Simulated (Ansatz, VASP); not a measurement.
**One calculation of Mo3N4, two programs**

INCAR

```
  ALGO = Normal
  EDIFF = 1E-7
  EDIFFG = -0.001
  ENCUT = 600
  GGA = PS
  IBRION = 2
  ISIF = 3
  ISMEAR = -1
  LASPH = True
  LCHARG = False
  LREAL = False
  LWAVE = False
  NELM = 60
  NSW = 80
  PREC = Accurate
  SIGMA = 0.15
```

The input KPOINTS:

```
k-points
0
Gamma
  8 8 8
```

File POSCAR:

```
Mo3N4
1.0
    4.1644377362      0.0000000000      0.0000000000
    0.0000000000      4.1644377362      0.0000000000
    0.0000000000      0.0000000000      4.1644377362
Mo N
3 4
Direct
    0.5000000000      0.5000000000      0.0000000000
    0.0000000000      0.5000000000      0.5000000000
    0.5000000000      0.0000000000      0.5000000000
    0.5000000000      0.5000000000      0.5000000000
    0.5000000000      0.0000000000      0.0000000000
    0.0000000000      0.5000000000      0.0000000000
    0.0000000000      0.0000000000      0.5000000000
```

Input for Ansatz:

```yaml
crystal:
  lattice:
    - [4.1644377362, 0.0, 0.0]
    - [0.0, 4.1644377362, 0.0]
    - [0.0, 0.0, 4.1644377362]
  atoms:
    - { symbol: Mo, position: [0.5, 0.5, 0.0] }
    - { symbol: Mo, position: [0.0, 0.5, 0.5] }
    - { symbol: Mo, position: [0.5, 0.0, 0.5] }
    - { symbol: "N", position: [0.5, 0.5, 0.5] }
    - { symbol: "N", position: [0.5, 0.0, 0.0] }
    - { symbol: "N", position: [0.0, 0.5, 0.0] }
    - { symbol: "N", position: [0.0, 0.0, 0.5] }
basis:
  ecutwfc: 420
kpoints:
  mp_grid: { grid: [8, 8, 8] }
hamiltonian:
  xc: pbesol
scf:
  occupations: { method: fermi_dirac, width: 0.15 }
output:
  forces: true
  stress: true
  eigenvalues: true
relax:
  adjacent_minimum: "off"
  f_tol: 0.001
  max_steps: 60
  cell: { stress_tol: 0.01 }
```

Alike in both runs: task relaxation of cell and atoms; functional PBEsol; k mesh 8 × 8 × 8; occupations fermi-dirac, width 0.15 eV; no spin polarisation.

|  | VASP | Ansatz |
| --- | --- | --- |
| version | VASP 6.6.1 | Ansatz 0.2.0 |
| potentials or method | VASP PAW PBE potentials, release 64 (Mo_sv, N) | scalar-relativistic, plane waves, PAW |
| plane-wave cutoff (eV) | 600 | 420 |
| valence electrons in the cell | 62 | 62 |

VASP gave:

```
gap on the k mesh at the Fermi level, each at its own relaxed structure (eV) : none
relaxed volume (Å³/atom)                                                     : 10.33
relaxed cell length with the largest relative difference (Å)                 : 4.167
```

Question: Which values does Ansatz return?

Answer: gap on the k mesh at the Fermi level, each at its own relaxed structure (eV): none; relaxed volume (Å³/atom): 10.33; relaxed cell length with the largest relative difference (Å): 4.166.

A gap of «none» marks a metal or a gap that the smearing closes.

Caveats: the PAW data sets were made with another functional, which shifts forces and pressure a little (VASP).
